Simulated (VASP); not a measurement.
A convergence study with VASP on CaO (rock salt): one setting is varied, all else stays as given below, so the limit is that of these other settings. Each run relaxes cell and ions from the cell shown. The basis is that of the starting cell, so low cut-offs carry a Pulay error.

```yaml
crystal:
  lattice:
    - [0.00000, 2.40500, 2.40500]
    - [2.40500, 0.00000, 2.40500]
    - [2.40500, 2.40500, 0.00000]
  atoms:
    - { symbol: Ca, position: [0.00000, 0.00000, 0.00000] }
    - { symbol: O, position: [0.50000, 0.50000, 0.50000] }
```

The numbers are results of PBE GGA, VASP's PBE PAW potentials (set 64) (plane waves; VASP 6.6.1), not measurements. The tightest run used: 800 eV cut-off, 8×8×8 Γ-centred mesh, Gaussian smearing of 0.050 eV, potentials Ca_sv O.

Gaps are read on the run's mesh, which can miss a band edge.

| setting | relaxed volume (Å³/atom) | E (eV/atom) | gap on the mesh (eV) | plane waves |
|---|---|---|---|---|
| ENCUT = 250 | 11.271 | -7.1074 | 3.568 | 262 |
| ENCUT = 300 | 12.355 | -6.6064 | 3.632 | 342 |
| ENCUT = 350 | 13.210 | -6.4497 | 3.635 | 428 |
| ENCUT = 400 | 13.765 | -6.4121 | 3.649 | 531 |
| ENCUT = 450 | 14.049 | -6.4034 | 3.642 | 620 |

Problem. These are the cheaper rows. Estimate the results at ENCUT = 800, and how far the last row shown lies from them.

Solution. 
```
quantity                  tightest run  last row shown is off by
------------------------  ------------  ------------------------
relaxed volume (Å³/atom)        14.167                    -0.118
E (eV/atom)                    -6.4056                    0.0022
gap on the mesh (eV)             3.644                    -0.002
```

Left out are rungs that failed or repeat a setting and relaxations that didn't move; long series are thinned to 24 rows.

The compound is CaO in the rock salt structure.
